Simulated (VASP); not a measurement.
# CdSe: structure and properties in VASP, part 2 of 4

What structure does CdSe take at this level, and what are its properties? The start is a computed cell from the Materials Project.

VASP 6.6.1; LDA; plane waves and PAW (Cd, Se).

So far, gap on the k-mesh (eV): step 2 (full relaxation (LDA)) 0.428; step 3 (k-mesh 7×7×7) 0.433. The relaxed cell has a = 6.011 Å (conventional setting).

## 4. Single point with fields (LDA)

A single point on the relaxed cell gives a clean self-consistent state, with density, ELF and potential written out.

The input, INCAR:

```
SYSTEM = CdSe
PREC = Accurate
ENCUT = 400
EDIFF = 1E-06
NELM = 100
ISMEAR = 0
SIGMA = 0.05
LREAL = .FALSE.
ALGO = Normal
GGA = CA
NBANDS = 15
LORBIT = 11
LWAVE = .FALSE.
LCHARG = .TRUE.
ISIF = 2
LELF = .TRUE.
LVHAR = .TRUE.
```

The input, POSCAR:

```
CdSe
1.0
    0.0000000000      3.0054604393      3.0054604393
    3.0054604393      0.0000000000      3.0054604393
    3.0054604393      3.0054604393      0.0000000000
Cd Se
1 1
Direct
    0.0000000000      0.0000000000      0.0000000000
    0.7500000000      0.7500000000      0.7500000000
```

The input, KPOINTS:

```
Automatic mesh
0
Gamma
7 7 7
0 0 0
```

Potentials, in the order of the species: Cd and Se (LDA family, release 64).

Started as:

```bash
$ mpirun -np 2 vasp_std
```

What it wrote:

```text
[banner, memory and clock lines left out]
running    2 mpi-ranks, on    1 nodes
 distrk:  each k-point on    2 cores,    1 groups
 distr:  one band on    1 cores,    2 groups

 POSCAR found type information on POSCAR CdSe
 POSCAR found :  2 types and       2 ions
 LDA part: xc-table for (Slater(with rela. corr.)+CA(PZ))
 , standard interpolation
|                                                                             |
|           W    W    AA    RRRRR   N    N  II  N    N   GGGG   !!!           |
|           W    W   A  A   R    R  NN   N  II  NN   N  G    G  !!!           |
|           W    W  A    A  R    R  N N  N  II  N N  N  G       !!!           |
|           W WW W  AAAAAA  RRRRR   N  N N  II  N  N N  G  GGG   !            |
|           WW  WW  A    A  R   R   N   NN  II  N   NN  G    G                |
|           W    W  A    A  R    R  N    N  II  N    N   GGGG   !!!           |
|                                                                             |
|     The number of bands has been changed from the values supplied in        |
|     The orbitals not found in the WAVECAR file will be initialized with     |
|     random numbers, which is usually adequate. For correlated               |
|     calculations, however, you should redo the groundstate calculation.     |
|     I found NBANDS = 15. Now, NBANDS = 16.                                  |
|                                                                             |

 POSCAR, INCAR and KPOINTS ok, starting setup
 FFT: planning ... GRIDC
 FFT: planning ... GRID_SOFT
 FFT: planning ... GRID
 WAVECAR not read
 entering main loop
       N       E                     dE             d eps       ncg     rms          rms(c)
DAV:   1     0.967590433422E+02    0.96759E+02   -0.76591E+03   648   0.822E+02
DAV:   2    -0.356677607093E+01   -0.10033E+03   -0.94774E+02   776   0.235E+02
DAV:   3    -0.711640556182E+01   -0.35496E+01   -0.35442E+01   776   0.465E+01
DAV:   4    -0.713049779405E+01   -0.14092E-01   -0.14092E-01   784   0.285E+00
DAV:   5    -0.713058852761E+01   -0.90734E-04   -0.90733E-04   800   0.196E-01    0.677E+00
DAV:   6    -0.678966647935E+01    0.34092E+00   -0.50799E-01   968   0.926E+00    0.525E+00
DAV:   7    -0.676143270953E+01    0.28234E-01   -0.12429E-01   808   0.246E+00    0.218E+00
DAV:   8    -0.675843659137E+01    0.29961E-02   -0.13238E-02   720   0.144E+00    0.216E-01
DAV:   9    -0.675814188159E+01    0.29471E-03   -0.13718E-03   792   0.517E-01    0.427E-02
DAV:  10    -0.675812788763E+01    0.13994E-04   -0.11741E-04   752   0.149E-01    0.333E-02
DAV:  11    -0.675813248955E+01   -0.46019E-05   -0.16540E-05   800   0.348E-02    0.116E-02
DAV:  12    -0.675813210809E+01    0.38145E-06   -0.12810E-06   504   0.167E-02
   1 F= -.67581321E+01 E0= -.67581321E+01  d E =-.221870E-11
```

Run time: 3.8 s. Hardware: 2 MPI ranks of Intel Xeon 6975P-C (Granite Rapids), shared host; peak memory 0.23 GiB.

From OUTCAR (step 4):

```text
  LATTYP: Found a face centered cubic cell.
 ALAT       =     6.0109208786

The static configuration has the point symmetry T_d .

 Found     20 irreducible k-points:

   k-points           NKPTS =     20   k-points in BZ     NKDIM =     20   number of bands    NBANDS=     16

   ENCUT  =  400.0 eV  29.40 Ry    5.42 a.u.   6.93  6.93  6.93*2*pi/ulx,y,z

   NELECT =      18.0000    total number of electrons

 E-fermi :   1.3324

 k-point     1 :       0.0000    0.0000    0.0000
  band No.  band energies     occupation
    ...
      5      -6.5515      2.00000
      6      -6.5515      2.00000
      7       1.1108      2.00000
      8       1.1108      2.00000
      9       1.1108      2.00000
     10       1.5435      0.00000
     11       6.9035      0.00000
     12       6.9035      0.00000
     13       6.9035      0.00000
     14      10.7497      0.00000
    ...

 k-point     3 :       0.2857    0.0000    0.0000
  band No.  band energies     occupation
    ...
      5      -6.5466      2.00000
      6      -6.5466      2.00000
      7      -2.1367      2.00000
      8       0.5826      2.00000
      9       0.5826      2.00000
     10       3.3438      0.00000
     11       7.2013      0.00000
     12       7.4896      0.00000
     13       7.4896      0.00000
     14      10.8875      0.00000
    ...

  Total       -0.0005352     -0.0005352     -0.0005352      0.0000000      0.0000000     -0.0000000
  in kB       -0.0157919     -0.0157919     -0.0157919      0.0000000      0.0000000     -0.0000000
  external PRESSURE =      -0.0157919 kB  Pullay stress =       0.0000000 kB

  energy-cutoff  :      400.00
  volume of cell :       54.30
      direct lattice vectors                 reciprocal lattice vectors
     0.000000000  3.005460439  3.005460439    -0.166363860  0.166363860  0.166363860
     3.005460439  0.000000000  3.005460439     0.166363860 -0.166363860  0.166363860
     3.005460439  3.005460439  0.000000000     0.166363860  0.166363860 -0.166363860

 POSITION                                       TOTAL-FORCE (eV/Angst)
 -----------------------------------------------------------------------------------
      0.00000      0.00000      0.00000         0.000000      0.000000     -0.000000
      4.50819      4.50819      4.50819        -0.000000     -0.000000      0.000000
 -----------------------------------------------------------------------------------
    total drift:                                0.000000      0.000000      0.000000

  FREE ENERGIE OF THE ION-ELECTRON SYSTEM (eV)
  ---------------------------------------------------
  free  energy   TOTEN  =        -6.7581321081 eV

  energy  without entropy=       -6.7581321081  energy(sigma->0) =       -6.75813211

[... 6 parts as in an earlier step ...]

[... 4 further parts left out ...]
```

Numbers from this step:

| Property | Result |
| --- | --- |
| SCF cycles | 12 |
| bands | 16 |
| Fermi energy | 1.332 eV |
| pressure | -0.001579 GPa |

Valence electrons inside each PAW sphere by angular momentum. Sphere charges, by row:

```csv
atom,s (e),p (e),d (e),tot (e)
Cd1,0.465,0.34,9.541,10.35
Se2,1.449,2.394,0.025,3.868
```

ELF in the ac plane of a cell with a along [110], b along [-110] and c along [001] of the cube at fractional y = 0.000, with atoms of Cd and Se within 0.2 Å of it. It is the smooth field of the valence electrons, not physical close to the nuclei.

Ten even steps from '_' (0.01) to '@' (0.85), each cell a mean:
```
__..--::..::::::::::::____..--::..::::::::::::__
..::--::..______..::--::..::--::..______..::--::
::::::..________....::::::::::..________....::::
......____________............____________......
________________________________________________
________________________________________________
__________....____________________....__________
______..::--==--..____________..::--==--..______
____..==**%%%%##++::________..==**%%%%##++::____
__..==##@@@@@@@@%%++::____..==##@@@@@@@@%%++::__
__::**%%@@@@%%@@@@##--..__::**%%@@@@%%@@@@##--..
..::**@@@@##**%%@@%%==....::**@@@@##**%%@@%%==..
::::++@@@@%%##@@@@##--::::::++@@@@%%##@@@@##--::
::::--##@@@@@@@@%%==::::::::--##@@@@@@@@%%==::::
__..::--##@@@@%%++::::..__..::--##@@@@%%++::::..
____::::==****++::::..______::::==****++::::..__
```
Columns run along a (8.5 Å), rows up along c (6.0 Å), edges of the conventional cell, whose origin can differ from the input's. Atoms in or near the plane, at fractional coordinates: Cd at (0.50, 0.00), Cd at (0.00, 0.00), Se at (0.75, 0.25), Se at (0.25, 0.25).

Electrostatic potential energy in the ac plane of a cell with a along [110], b along [-110] and c along [001] of the cube at fractional y = 0.000, with atoms of Cd and Se within 0.2 Å of it. With pseudopotentials it is smooth inside the atoms' cores, unlike the true potential.

Ten even steps from '0' (-48 eV) to '9' (5 eV), each cell a mean:
```
667899999766667899999766
667999999876667999999876
789999999987789999999987
999999999999999999999999
999999999999999999999999
999999999999999999999999
999999999999999999999999
999999999999999999999999
999999999999999999999999
999985568999999985568999
999830016999999830016999
999700204899999700204899
888710004898888710004898
778852137877778852137877
667887788766667887788766
666899998766666899998766
```
Columns run along a (8.5 Å; values clipped at the 3rd and 97th percentile), rows up along c (6.0 Å), edges of the conventional cell, whose origin can differ from the input's. Atoms in or near the plane, at fractional coordinates: Cd at (0.50, 0.00), Cd at (0.00, 0.00), Se at (0.75, 0.25), Se at (0.25, 0.25).

Valence density in the ac plane of a cell with a along [110], b along [-110] and c along [001] of the cube at fractional y = 0.000, with atoms of Cd and Se within 0.2 Å of it. It is the smooth field of the valence electrons, not physical close to the nuclei.

Ten steps, logarithmic in the rise over the least value, from '_' (-0.3 e/Å³) to '@' (8.5 e/Å³), each cell a mean:
```
@@%%**==----------++##@@@@%%**==----------++##@@
##**==------------==++####**==------------==++##
++==----------------====++==----------------====
------------------------------------------------
------------------------------------------------
------------------------------------------------
------------------------------------------------
------------------------------------------------
--------========----------------========--------
------====++++++==------------====++++++==------
------==++++++++++==----------==++++++++++==----
----==++++--__++++==--------==++++--__++++==----
======++++==--++++============++++==--++++======
**++====++++++++++==++++**++====++++++++++==++++
%%##++==============**%%%%##++==============**%%
@@%%**============++##@@@@%%**============++##@@
```
Columns run along a (8.5 Å), rows up along c (6.0 Å), edges of the conventional cell, whose origin can differ from the input's. Atoms in or near the plane, at fractional coordinates: Cd at (0.50, 0.00), Cd at (0.00, 0.00), Se at (0.75, 0.25), Se at (0.25, 0.25).

In this run the pressure is 0.00 GPa, small enough to go on; single stress components reach 0.00 GPa.

## 5. Band structure (LDA)

Levels along the symmetry lines show where the bands peak and cross; KPOINTS_OPT computes them in the converged potential.

The input, INCAR:

```
SYSTEM = CdSe
PREC = Accurate
ENCUT = 400
EDIFF = 1E-06
NELM = 100
ISMEAR = 0
SIGMA = 0.05
LREAL = .FALSE.
ALGO = Normal
GGA = CA
NBANDS = 21
LORBIT = 11
LWAVE = .FALSE.
LCHARG = .FALSE.
KPAR = 2
```

POSCAR is that of step 4.

KPOINTS is that of step 4.

The input, KPOINTS_OPT:

```
Line mode
16
Line-mode
Reciprocal
  0.00000000   0.00000000   0.00000000 GAMMA
  0.50000000   0.00000000   0.50000000 X

  0.50000000   0.00000000   0.50000000 X
  0.50000000   0.25000000   0.75000000 W

  0.50000000   0.25000000   0.75000000 W
  0.37500000   0.37500000   0.75000000 K

  0.37500000   0.37500000   0.75000000 K
  0.00000000   0.00000000   0.00000000 GAMMA

  0.00000000   0.00000000   0.00000000 GAMMA
  0.50000000   0.50000000   0.50000000 L

  0.50000000   0.50000000   0.50000000 L
  0.62500000   0.25000000   0.62500000 U

  0.62500000   0.25000000   0.62500000 U
  0.50000000   0.25000000   0.75000000 W

  0.50000000   0.25000000   0.75000000 W
  0.50000000   0.50000000   0.50000000 L

  0.50000000   0.50000000   0.50000000 L
  0.37500000   0.37500000   0.75000000 K

  0.62500000   0.25000000   0.62500000 U
  0.50000000   0.00000000   0.50000000 X
```

Started as:

```bash
$ mpirun -np 2 vasp_std
```

What it wrote:

```text
[... set-up lines as in an earlier step ...]
 entering main loop
       N       E                     dE             d eps       ncg     rms          rms(c)
DAV:   1     0.997241379521E+02    0.99724E+02   -0.73637E+03   872   0.624E+02
DAV:   2    -0.299664326265E+01   -0.10272E+03   -0.95713E+02   950   0.192E+02
DAV:   3    -0.711453594643E+01   -0.41179E+01   -0.40984E+01  1028   0.400E+01
DAV:   4    -0.713050992148E+01   -0.15974E-01   -0.15973E-01   925   0.248E+00
DAV:   5    -0.713058892970E+01   -0.79008E-04   -0.79008E-04  1013   0.158E-01    0.677E+00
DAV:   6    -0.678973035218E+01    0.34086E+00   -0.32537E-01  1060   0.705E+00    0.528E+00
DAV:   7    -0.676146073907E+01    0.28270E-01   -0.10639E-01   990   0.186E+00    0.216E+00
DAV:   8    -0.675843973148E+01    0.30210E-02   -0.11979E-02   920   0.107E+00    0.229E-01
DAV:   9    -0.675814058298E+01    0.29915E-03   -0.11143E-03   975   0.378E-01    0.464E-02
DAV:  10    -0.675812771218E+01    0.12871E-04   -0.92797E-05   958   0.112E-01    0.363E-02
DAV:  11    -0.675813232181E+01   -0.46096E-05   -0.16729E-05   960   0.268E-02    0.129E-02
DAV:  12    -0.675813211403E+01    0.20778E-06   -0.56199E-07   621   0.918E-03
   1 F= -.67581321E+01 E0= -.67581321E+01  d E =-.352181E-11
 Start KPOINTS_OPT (optional k-point list driver)
k-point batch [1-20\160]
       N       E                     dE             ncg
DAV:   1     0.165708935893E+03   -0.62149E+04      896
DAV:   2    -0.179500410138E+04   -0.19607E+04      963
DAV:   3    -0.187204832498E+04   -0.77044E+02     1018
DAV:   4    -0.187234873388E+04   -0.30041E+00      925
DAV:   5    -0.187235029239E+04   -0.15585E-02     1044
DAV:   6    -0.187235030682E+04   -0.14434E-04      979
DAV:   7    -0.187235030697E+04   -0.14557E-06      800
[...]
k-point batch [141-160\160]
       N       E                     dE             ncg
DAV:   1     0.834058260266E+01   -0.11398E+05      904
DAV:   2    -0.189269362548E+04   -0.19010E+04      962
DAV:   3    -0.196647124881E+04   -0.73778E+02     1030
DAV:   4    -0.196678028279E+04   -0.30903E+00      940
DAV:   5    -0.196678192861E+04   -0.16458E-02      990
DAV:   6    -0.196678194534E+04   -0.16731E-04      965
DAV:   7    -0.196678194552E+04   -0.18738E-06      833
```

Elapsed: 15 s, on 2 MPI ranks; peak memory 0.35 GiB; 26 s of CPU time.

Parts of OUTCAR (step 5):

```text
   k-points           NKPTS =     20   k-points in BZ     NKDIM =     20   number of bands    NBANDS=     21

   NELECT =      18.0000    total number of electrons

 E-fermi :   1.3239

 k-point     1 :       0.0000    0.0000    0.0000
  band No.  band energies     occupation
    ...
      5      -6.5514      2.00000
      6      -6.5514      2.00000
      7       1.1108      2.00000
      8       1.1108      2.00000
      9       1.1108      2.00000
     10       1.5435      0.00000
     11       6.9035      0.00000
     12       6.9035      0.00000
     13       6.9035      0.00000
     14      10.7497      0.00000
    ...

  Total       -0.0006423     -0.0006423     -0.0006423      0.0000000      0.0000000      0.0000000
  in kB       -0.0189543     -0.0189543     -0.0189543      0.0000000      0.0000000      0.0000000
  external PRESSURE =      -0.0189543 kB  Pullay stress =       0.0000000 kB

 POSITION                                       TOTAL-FORCE (eV/Angst)
 -----------------------------------------------------------------------------------
      0.00000      0.00000      0.00000         0.000000      0.000000      0.000000
      4.50819      4.50819      4.50819        -0.000000     -0.000000     -0.000000
 -----------------------------------------------------------------------------------
    total drift:                                0.000000      0.000000      0.000000

  FREE ENERGIE OF THE ION-ELECTRON SYSTEM (eV)
  ---------------------------------------------------
  free  energy   TOTEN  =        -6.7581321140 eV

  energy  without entropy=       -6.7581321140  energy(sigma->0) =       -6.75813211

[... 10 parts as in an earlier step ...]

[... 6 further parts left out ...]
```

Spin-orbit coupling is off here; it would split degenerate levels, and where the valence top consists of them it lifts Se p states by about 0.1 eV.

This step gave:

| Quantity | Value |
| --- | --- |
| bands | 21 |
| Fermi energy | 1.324 eV |
| pressure | -0.001895 GPa |
| least gap on mesh and path | 0.4326 eV |
| least direct gap on mesh and path | 0.4327 eV |

Electronic bands along the path, in eV, zero at the valence-band top; v1 is the highest filled band, c1 the lowest empty one:

```csv
point,v4,v3,v2,v1,c1,c2,c3,c4
Γ,-7.66,0.00,0.00,0.00,0.43,5.79,5.79,5.79
0.47 of the way,-7.63,-2.54,-1.03,-1.03,3.09,4.14,7.39,7.39
X,-7.28,-4.33,-2.01,-2.01,2.87,3.64,9.05,10.23
0.47 of the way,-7.21,-4.29,-2.21,-2.20,3.55,4.17,8.41,8.51
W,-7.13,-4.24,-2.43,-2.42,5.05,5.07,6.35,7.41
0.47 of the way,-7.15,-4.26,-2.65,-2.00,4.20,5.12,7.08,7.83
K,-7.17,-4.28,-2.75,-1.65,3.52,5.10,8.15,8.57
0.47 of the way,-7.60,-3.29,-1.69,-0.53,3.25,5.64,6.10,6.65
Γ,-7.66,0.00,0.00,0.00,0.43,5.79,5.79,5.79
0.47 of the way,-7.66,-2.64,-0.40,-0.40,2.12,5.76,6.31,6.31
L,-7.34,-4.70,-0.82,-0.82,2.23,6.32,6.32,7.29
0.47 of the way,-7.27,-4.50,-1.88,-1.11,3.34,5.48,7.03,7.40
U,-7.17,-4.28,-2.75,-1.65,3.52,5.10,8.15,8.57
0.47 of the way,-7.15,-4.26,-2.67,-1.93,4.06,5.12,7.24,7.91
W,-7.13,-4.24,-2.43,-2.42,5.05,5.07,6.35,7.41
0.47 of the way,-7.23,-4.39,-2.25,-1.40,3.93,5.23,6.72,8.08
L,-7.34,-4.70,-0.82,-0.82,2.23,6.32,6.32,7.29
0.53 of the way,-7.26,-4.46,-2.08,-1.19,3.50,5.42,7.22,7.36
K,-7.17,-4.28,-2.75,-1.65,3.52,5.10,8.15,8.57
jump to U,-7.17,-4.28,-2.75,-1.65,3.52,5.10,8.15,8.57
0.47 of the way,-7.23,-4.31,-2.35,-1.90,3.19,4.09,8.65,9.52
X,-7.28,-4.33,-2.01,-2.01,2.87,3.64,9.05,10.23
```

Of the projections kept (Cd, Se), the largest for each band there, as a share of the weight inside these atoms' spheres; weight between the spheres isn't counted:

```csv
point,v4,v3,v2,v1,c1,c2,c3,c4
Γ,Cd 1.00,Se 0.80,Se 0.80,Se 0.80,Cd 0.56,Cd 0.73,Cd 0.73,Cd 0.73
X,Cd 0.94,Cd 0.54,Se 0.79,Se 0.79,Cd 0.67,Cd 0.65,Se 0.82,Se 0.52
W,Cd 0.93,Cd 0.50,Se 0.78,Se 0.71,Se 0.68,Se 0.54,Cd 0.66,Se 0.57
K,Cd 0.94,Cd 0.50,Se 0.74,Se 0.78,Cd 0.65,Se 0.59,Se 0.77,Se 0.53
Γ,Cd 1.00,Se 0.80,Se 0.80,Se 0.80,Cd 0.56,Cd 0.73,Cd 0.73,Cd 0.73
L,Cd 0.95,Se 0.58,Se 0.79,Se 0.79,Cd 0.65,Cd 0.65,Cd 0.65,Se 0.81
```

The path finds the gap of the mesh within 0.02 eV, so the mesh comes close to both band edges.

(Part 2 of 4 ends here.)

[Lines on the potential files, build, host, timing and source positions are cut from VASP's logs without a mark.]

[Logs are printed without paths, hosts, clocks, repeated set-up lines and the standing remarks that a program may print on its own settings, such as how far it seeks lower states.]

[Hosts, paths, dates, database ids (printed as entryN), source tags and the programs' standing remarks are cut or masked in the printed files.]

[A measured line is paired with the nearest computed mode of its activity, which favours agreement.]

[In band tables of VASP the shares of atoms and orbitals are scaled to a sum of 1 inside the atoms' spheres.]
